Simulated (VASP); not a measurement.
Given:

```
Na
1.0
   -2.07940     2.07940     2.07940
    2.07940    -2.07940     2.07940
    2.07940     2.07940    -2.07940
Na
1
Cartesian
  0.00000   0.00000   0.00000
```

Calculation: PBE GGA, VASP's PBE PAW potentials (set 64) (plane waves; VASP). Numerical set-up: 480 eV cut-off, 12×12×12 Γ-centred mesh, first-order Methfessel-Paxton smearing of 0.10 eV, potentials Na_pv.

Energy and stress use the plane-wave basis of the starting cell.

**Question.** The ions, cell shape and volume at an external pressure of 20.0 GPa are relaxed. What does this cell relax into?

**Answer.** 
```
Na
1.0
   -1.66395     1.66395     1.66395
    1.66395    -1.66395     1.66395
    1.66395     1.66395    -1.66395
Na
1
Direct
  0.00000   0.00000   0.00000
```
Space group Im-3m (229), at a tolerance of 0.03 Å.

**Question.** How do energy and volume change from the first to the last step?

**Answer.** The energy (σ→0) changes by +655.6 meV/atom and the volume by -48.8 %, in 17 ionic steps.

| step | E(σ→0) (eV) | max force (eV/Å) | pressure (GPa) | volume (Å³) |
|---|---|---|---|---|
| 1 | -1.3072 | 0.000 | 0.18 | 35.96 |
| 2 | -0.5144 | 0.000 | 24.01 | 17.42 |
| 3 | -0.6409 | 0.000 | 20.28 | 18.34 |
| 4 | -0.6753 | 0.000 | 19.27 | 18.62 |
| 5 | -0.6747 | 0.000 | 19.28 | 18.62 |
| 6 | -0.6732 | 0.000 | 19.33 | 18.60 |
| 7 | -0.6732 | 0.000 | 19.32 | 18.60 |
| 8 | -0.6731 | 0.000 | 19.32 | 18.60 |
| 9 | -0.6730 | 0.000 | 19.31 | 18.60 |
| 10 | -0.6728 | 0.000 | 19.33 | 18.60 |
| 11 | -0.6724 | 0.000 | 19.35 | 18.60 |
| 12 | -0.6715 | 0.000 | 19.38 | 18.59 |
| 13 | -0.6698 | 0.000 | 19.43 | 18.58 |
| 14 | -0.6664 | 0.000 | 19.53 | 18.55 |
| 15 | -0.6596 | 0.000 | 19.75 | 18.49 |
| 16 | -0.6458 | 0.000 | 20.18 | 18.38 |
| 17 | -0.6516 | 0.000 | 19.92 | 18.43 |

The compound is Na in the bcc structure. This run relaxes it under an external pressure of 20 GPa. Symmetry was kept, so distortions that lower it aren't found.
